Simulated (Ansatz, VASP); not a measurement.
# TiSn in two plane-wave programs, part 2 of 2

One calculation is typed for both programs; each brings its own data sets. How far apart do they land? The cell is generated by rule, not measured, and may not be a known phase. The cell is taken from a series of runs on this material, whose earlier steps may have relaxed, scaled, displaced or heated it; both programs get it as it stands.

VASP 6.6.1 and Ansatz 0.2.0.

So far: The starting structure; Ansatz: relaxation of cell and atoms, PBEsol; VASP: relaxation of cell and atoms, PBEsol.

The structure was built from a prototype and need not be the compound's stable phase.

## Step 4: Comparison

Known differences besides the potentials themselves: the cutoff is 420 eV in Ansatz and 500 eV in VASP; Ansatz makes its cores anew for this functional, VASP keeps those of its PBE data sets; Ansatz adds a Pulay correction to the stress that steers its cell, VASP none. Total energies have different zeros and are not compared.

Both answers:

```
                                         quantity  Ansatz   VASP  difference
                                      volume (Å³)   60.25  60.22     +0.05 %
edge a after relaxation, in the typed setting (Å)   4.400  4.400     +0.02 %
```

## Step 5: VASP: zone-centre phonons, PBEsol

Second derivatives magnify differences that forces hide, and they need a tight electronic threshold.

Input file INCAR:

```
SYSTEM = TiSn
PREC = Accurate
ENCUT = 500
EDIFF = 1E-08
NELM = 120
ISMEAR = 0
SIGMA = 0.01
LREAL = .FALSE.
ALGO = Normal
GGA = PS
NBANDS = 19
LASPH = .TRUE.
LORBIT = 11
LWAVE = .FALSE.
LCHARG = .FALSE.
ISIF = 2
IBRION = 8
GGA_COMPAT = .FALSE.
EFERMI = MIDGAP
KPAR = 2
```

Input file POSCAR:

```
TiSn
1.0
    0.0000000000      3.1114707669      3.1114707669
    3.1114707669      0.0000000000      3.1114707669
    3.1114707669      3.1114707669      0.0000000000
Ti Sn
1 1
Direct
    0.0000000000      0.0000000000      0.0000000000
    0.2500000000      0.2500000000      0.2500000000
```

Input file KPOINTS:

```
Automatic mesh
0
Gamma
12 12 12
0 0 0
```

PAW data sets: Ti_sv and Sn_d (PBE family, release 64).

Started as:

```bash
mpirun -np 2 vasp_std
```

Numbers of over 12 decimals in the logs are rounded to 6 here.

Output:

```text
[banner, memory and clock lines left out]
running    2 mpi-ranks, on    1 nodes
[...]
[... a notice as in an earlier step ...]

 LDA part: xc-table for (Slater+PW92), standard interpolation
 POSCAR, INCAR and KPOINTS ok, starting setup
[...]
entering main loop
       N       E                     dE             d eps       ncg     rms          rms(c)
DAV:   1     0.231867562353E+03    0.23187E+03   -0.13375E+04  2748   0.175E+03
DAV:   2     0.900666375380E+01   -0.22286E+03   -0.21984E+03  2757   0.438E+02
DAV:   3    -0.123800333199E+02   -0.21387E+02   -0.21044E+02  3645   0.137E+02
DAV:   4    -0.134696761473E+02   -0.10896E+01   -0.10860E+01  3976   0.269E+01
[...]
DAV:  15    -0.109462868385E+02   -0.10704E-07   -0.18253E-07  3804   0.286E-03    0.118E-03
DAV:  16    -0.109462868572E+02   -0.18685E-07   -0.63283E-08  2689   0.169E-03    0.433E-04
DAV:  17    -0.109462868521E+02    0.50886E-08   -0.36698E-09  1545   0.657E-04
   1 F= -.10946287E+02 E0= -.10946287E+02  d E =-.510318E-47
[...]
RMM:  20    -0.630110165477E+00   -0.12974E-07   -0.64352E-08 28536   0.127E-04    0.592E-06
RMM:  21    -0.630110192519E+00   -0.27042E-07   -0.51940E-08 26657   0.105E-04    0.578E-06
RMM:  22    -0.630110200611E+00   -0.80916E-08   -0.43285E-08 24015   0.876E-05    0.762E-06
 first order change of Fermi-energy  -0.25258E+00
 force on displaced ion       1 direction 1 :  -5.816   0.000   0.000
 Linear response progress:
  Degree of freedom:   2/  2
       N       E                     dE             d eps       ncg     rms          rms(c)
RMM:   1    -0.215949524529E+00   -0.21595E+00    0.85202E-01 13331   0.131E+01
RMM:   2    -0.222044495567E+00   -0.60950E-02   -0.29434E-02 20336   0.116E+00    0.120E-01
RMM:   3    -0.222410581820E+00   -0.36609E-03   -0.31550E-03 23072   0.404E-01    0.555E-02
RMM:   4    -0.222848494261E+00   -0.43791E-03   -0.46548E-04 23864   0.170E-01    0.181E-02
[...]
RMM:  15    -0.222909842289E+00   -0.11661E-07   -0.74776E-08 28089   0.147E-04    0.271E-06
RMM:  16    -0.222909827670E+00    0.14619E-07   -0.42297E-08 28087   0.926E-05    0.157E-06
RMM:  17    -0.222909828640E+00   -0.96966E-09   -0.38103E-08 27674   0.583E-05    0.116E-06
 first order change of Fermi-energy   0.25296E+00
 force on displaced ion       2 direction 1 :  -5.833   0.000   0.000
 Linear response finished
```

From OUTCAR (step 5):

```text
  Total       -0.0097292     -0.0097292     -0.0097292      0.0000000      0.0000000      0.0000000
  in kB       -0.2587379     -0.2587379     -0.2587379      0.0000000      0.0000000      0.0000000
  external PRESSURE =      -0.2587379 kB  Pullay stress =       0.0000000 kB

 POSITION                                       TOTAL-FORCE (eV/Angst)
 -----------------------------------------------------------------------------------
      0.00000      0.00000      0.00000        -0.000000     -0.000000     -0.000000
      1.55574      1.55574      1.55574         0.000000      0.000000      0.000000
 -----------------------------------------------------------------------------------
    total drift:                                0.000001      0.000001      0.000001

[... 1 part as in an earlier step ...]

[... 1 further part left out ...]
```

## Step 6: Ansatz: zone-centre phonons, PBEsol

The same cell, functional, mesh and smearing now go to Ansatz, which takes its cutoff from its data sets.

The cell is taken from a series of runs on this material, whose earlier steps may have relaxed, scaled, displaced or heated it; both programs get it as it stands.

Input file input.yaml:

```yaml
crystal:
  lattice:
    - [0.0, 3.1114707669, 3.1114707669]
    - [3.1114707669, 0.0, 3.1114707669]
    - [3.1114707669, 3.1114707669, 0.0]
  atoms:
    - { symbol: Ti, position: [0.0, 0.0, 0.0] }
    - { symbol: Sn, position: [0.25, 0.25, 0.25] }
kpoints:
  mp_grid: { grid: [12, 12, 12] }
hamiltonian:
  xc: pbesol
scf:
  occupations: { method: gaussian, width: 0.01 }
output:
  eigenvalues: true
phonons:
  method: dfpt
```

Started as:

```bash
ansatz run input.yaml --threads 4 --pin off --max-ram 7168MiB --backend cpu --events-out ev --progress --plain --runs-dir out
```

Output:

```text
zone centre: on kpoints.mp_grid the ground state, and the responses unless they are solved on pairs of k-points, stand on 163 of the mesh's 1728 k-points, reduced under 8 symmetry operations, with k and −k counted as one. Each operation leaves every solved displacement unchanged or reverses it
[...]
Crystal: 2 atoms, lattice volume = 60.246 Å³
[...]
k mesh reduced under 8 symmetry operations, with k and −k counted as one. Each operation leaves every solved displacement unchanged or reverses it
  ASR residual: 5.964e-5 → 0.000e0 eV/Å²; symmetrization residual: 6.641e-6 eV/Å²
  ASR residual per site (eV/Å²): 5.96e-5 3.56e-5
  Γ frequencies (cm⁻¹): 0.00 0.00 0.00 214.87 214.87 214.87
  non-analytic LO–TO correction: not included (Born effective charges unavailable; polar crystals: no LO–TO splitting at Γ)
[key lines of the parts left out:]
SCF converged after 8 iterations
Free energy (F): -8422.020743 eV
Fermi energy:    7.078995 eV
```

## Step 7: Side by side

Compared:

```
                  quantity  Ansatz   VASP  difference
optical mode 1 to 3 (cm⁻¹)   214.9  215.4     -0.24 %
```

Modes are paired by rising frequency, not by their patterns, so a pair may set unlike modes beside each other; they are those without the splitting of longitudinal modes.

## Step 8: Outcome

```json
{"difference in volume (relaxation of cell and atoms, PBEsol)": "0.047 %", "r.m.s. difference of the optical zone-centre modes, each program's sorted by frequency (zone-centre phonons, PBEsol)": "0.52 cm⁻¹"}
```

**Reading.** The difference in volume is 0.047 % (relaxation of cell and atoms, PBEsol), within the 1.2 % picked in this series as the mark of a large difference, as far as the stopping tolerances let one tell. VASP runs on this material, other cells of it included, that failed, so that no pair exists: relaxation of cell and atoms, PBEsol (timeout). 1 further run of this series is not shown here. How closely two codes agree says nothing of how well the functional describes the real material.

[Lines on the potential files, build, host, timing and source positions are cut from VASP's logs without a mark.]

[Logs are printed without paths, hosts, clocks, repeated set-up lines and the standing remarks that a program may print on its own settings, such as how far it seeks lower states.]

[Hosts, paths, dates, database ids (printed as entryN), source tags and the programs' standing remarks are cut or masked in the printed files.]
